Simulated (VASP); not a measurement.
Calculation: PBEsol GGA, VASP's PBE PAW potentials (set 64) (plane waves; VASP 6.6.1).

The input files of a VASP run:

**KPOINTS**
```
Automatic mesh
0
Gamma
10 10 10
0 0 0
```

INCAR:
```
SYSTEM = Pr(SiAg)2
PREC = Accurate
ENCUT = 480
EDIFF = 1E-7
NELM = 100
ALGO = Normal
LREAL = .FALSE.
LASPH = .TRUE.
ISMEAR = 1
SIGMA = 0.1
GGA = PS
LMAXMIX = 6
LWAVE = .FALSE.
LCHARG = .FALSE.
ISIF = 3
IBRION = 2
NSW = 40
EDIFFG = -0.01
PSTRESS = 50
```

### POSCAR
```
Pr(SiAg)2
1.0
 -2.0728001537   2.0728001537   5.2217557242
  2.0728001537  -2.0728001537   5.2217557242
  2.0728001537   2.0728001537  -5.2217557242
Pr Si Ag
1 2 2
Cartesian
  0.0000000000   0.0000000000  10.4435114484
  0.0000000000  -0.0000000000   6.3734663610
  2.0728001537   2.0728001537  -1.1517106368
 -0.0000000000   2.0728001537   2.6108778621
  2.0728001537   0.0000000000   2.6108778621
```

POTCAR, in this order: Pr_3 Si Ag (PBE.64 set). Program: vasp_std.

Output

### OSZICAR
```
       N       E                     dE             d eps       ncg     rms          rms(c)
DAV:   1     0.236568514074E+03    0.23657E+03   -0.19118E+04  4896   0.150E+03
DAV:   2    -0.193777022322E+02   -0.25595E+03   -0.25275E+03  5488   0.327E+02
DAV:   3    -0.292025327517E+02   -0.98248E+01   -0.96857E+01  7336   0.590E+01
DAV:   4    -0.294038309632E+02   -0.20130E+00   -0.20120E+00  6512   0.763E+00
DAV:   5    -0.294082764227E+02   -0.44455E-02   -0.44450E-02  7064   0.966E-01    0.152E+01
DAV:   6    -0.261977404507E+02    0.32105E+01   -0.35292E+01  6112   0.504E+01    0.116E+01
DAV:   7    -0.259070443140E+02    0.29070E+00   -0.33648E+00  5672   0.156E+01    0.550E+00
DAV:   8    -0.258539917871E+02    0.53053E-01   -0.51804E-01  6384   0.523E+00    0.124E+00
DAV:   9    -0.258335078183E+02    0.20484E-01   -0.11035E-01  6040   0.293E+00    0.417E-01
DAV:  10    -0.258334578828E+02    0.49935E-04   -0.43083E-03  6200   0.374E-01    0.284E-01
DAV:  11    -0.258333403889E+02    0.11749E-03   -0.46303E-04  6800   0.123E-01    0.633E-02
DAV:  12    -0.258333126810E+02    0.27708E-04   -0.10913E-04  5664   0.805E-02    0.170E-02
DAV:  13    -0.258333137889E+02   -0.11080E-05   -0.14496E-05  6392   0.242E-02    0.823E-03
DAV:  14    -0.258333129877E+02    0.80126E-06   -0.84414E-07  5992   0.644E-03    0.269E-03
DAV:  15    -0.258333127377E+02    0.24997E-06   -0.73253E-08  4296   0.179E-03    0.111E-03
DAV:  16    -0.258333127316E+02    0.60613E-08   -0.89106E-08  3408   0.279E-03
   1 F= -.23032714E+02 E0= -.23032503E+02  d E =-.230327E+02
```

File OUTCAR:
```
------------------------ aborting loop because EDIFF is reached ----------------------------------------
  FORCE on cell =-STRESS in cart. coord.  units (eV):
  Direction    XX          YY          ZZ          XY          YZ          ZX
  --------------------------------------------------------------------------------------
  Total        2.7647278      2.7647278      2.7784880      0.0000000      0.0000000     -0.0000000
  in kB       49.3595918     49.3595918     49.6052558      0.0000000      0.0000000     -0.0000000
  external PRESSURE =      -0.5585202 kB  Pullay stress =      50.0000000 kB
  volume of cell :       89.74
      direct lattice vectors                 reciprocal lattice vectors
    -2.072800154  2.072800154  5.221755724     0.000000000  0.241219588  0.095753234
     2.072800154 -2.072800154  5.221755724     0.241219588  0.000000000  0.095753234
     2.072800154  2.072800154 -5.221755724     0.241219588  0.241219588  0.000000000
 POSITION                                       TOTAL-FORCE (eV/Angst)
 -----------------------------------------------------------------------------------
      0.00000      0.00000      0.00000        -0.000000     -0.000000     -0.000000
      0.00000      0.00000      6.37347         0.000000      0.000000     -0.008751
      0.00000      0.00000      4.07005         0.000000      0.000000      0.008751
     -0.00000      2.07280      2.61088        -0.000000     -0.000000     -0.000000
      2.07280     -0.00000      2.61088        -0.000000     -0.000000     -0.000000
 -----------------------------------------------------------------------------------
    total drift:                                0.000000     -0.000000      0.000000
  FREE ENERGIE OF THE ION-ELECTRON SYSTEM (eV)
  ---------------------------------------------------
  free  energy   TOTEN  =       -25.8333127316 eV

  energy  without entropy=      -25.8326788854  energy(sigma->0) =      -25.83310145
  enthalpy is  TOTEN    =       -23.0327143783 eV   P V=        2.8005983533

 reached required accuracy - stopping structural energy minimisation
```
(Selected blocks of OUTCAR.)

The 4f electrons are frozen in the core of the lanthanide potential, so 4f levels, which can set the real gap, and their magnetism are missing.

The structure comes from a computed database's Ag2PrSi2 entry (I4/mmm); how it stands against other phases isn't given here. It was relaxed first under an external pressure of 5 GPa. The electron count is odd and the run is not spin-polarised, which forces a metal.
